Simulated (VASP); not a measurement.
VASP ran on this input.

KPOINTS:
```
Automatic mesh
0
Gamma
7 7 7
0 0 0
```

### INCAR
```
SYSTEM = Bi
PREC = Accurate
ENCUT = 400
EDIFF = 1E-6
NELM = 100
ALGO = Normal
LREAL = .FALSE.
LASPH = .TRUE.
ISMEAR = 1
SIGMA = 0.1
GGA = PE
LMAXMIX = 4
LWAVE = .FALSE.
LCHARG = .FALSE.
ISIF = 2
NBANDS = 13
```

POSCAR:
```
Bi
1
    4.2491360000    -2.3205000000     0.0000000000
    4.2491360000     2.3205000000     0.0000000000
    2.9818850000     0.0000000000     3.8142160000
Bi
2
Direct
  0.2340000000   0.2340000000   0.2340000000
  0.7660000000   0.7660000000   0.7660000000
```

POTCAR, in this order: Bi_d (PBE.64 set). Program: vasp_std.

The run wrote:

File standard output:
```
 POSCAR found type information on POSCAR Bi
 POSCAR found :  1 types and       2 ions
 Reading from existing POTCAR
 Reading from existing POTCAR
 LDA part: xc-table for (Slater+PW92), standard interpolation

 -----------------------------------------------------------------------------
|                                                                             |
|     EEEEEEE  RRRRRR   RRRRRR   OOOOOOO  RRRRRR      ###     ###     ###     |
|     E        R     R  R     R  O     O  R     R     ###     ###     ###     |
|     E        R     R  R     R  O     O  R     R     ###     ###     ###     |
|     EEEEE    RRRRRR   RRRRRR   O     O  RRRRRR       #       #       #      |
|     E        R   R    R   R    O     O  R   R                               |
|     E        R    R   R    R   O     O  R    R      ###     ###     ###     |
|     EEEEEEE  R     R  R     R  OOOOOOO  R     R     ###     ###     ###     |
|                                                                             |
|     The number of bands is not sufficient to hold all electrons. I am       |
|     sorry, but this calculation does not make sense. If you want to         |
|     calculate only selected states, you need to set either EFERMI or        |
|     EREF. EREF specifies around which energy states are supposed to be      |
|     calculated.                                                             |
|     I found NBANDS = 13, NELECT = 30.                                       |
|                                                                             |
|       ---->  I REFUSE TO CONTINUE WITH THIS SICK JOB ... BYE!!! <----       |
|                                                                             |
 -----------------------------------------------------------------------------
```

Read input and log: which fault does this run have?
A) the tetrahedron method needs a mesh, and KPOINTS holds a single point
B) EDIFF is too loose for the force threshold
C) NBANDS is too small to hold all electrons
D) the mesh has unequal divisions along equivalent axes and breaks the lattice's symmetry

C, NBANDS is too small to hold all electrons. VASP stops with an error: The number of bands is not sufficient to hold all electrons. I am sorry, but this calculation does not make sense. If you want to calculate only selected states, you need to set either EFERMI or EREF. EREF specifies around which energy states are supposed to be calculated. I found NBANDS = 13, NELECT = 30. ----> I REFUSE TO CONTINUE WITH THIS SICK JOB ... BYE!!! <----

To mend it, remove NBANDS.

The mended run (PBE GGA, plane waves, VASP's PBE PAW potentials (set 64)) converges, and its OSZICAR ends with
```
   1 F= -.77875073E+01 E0= -.77877679E+01  d E =0.781873E-03
```

The compound is Bi in the a7 structure. The cell was not relaxed at this level.
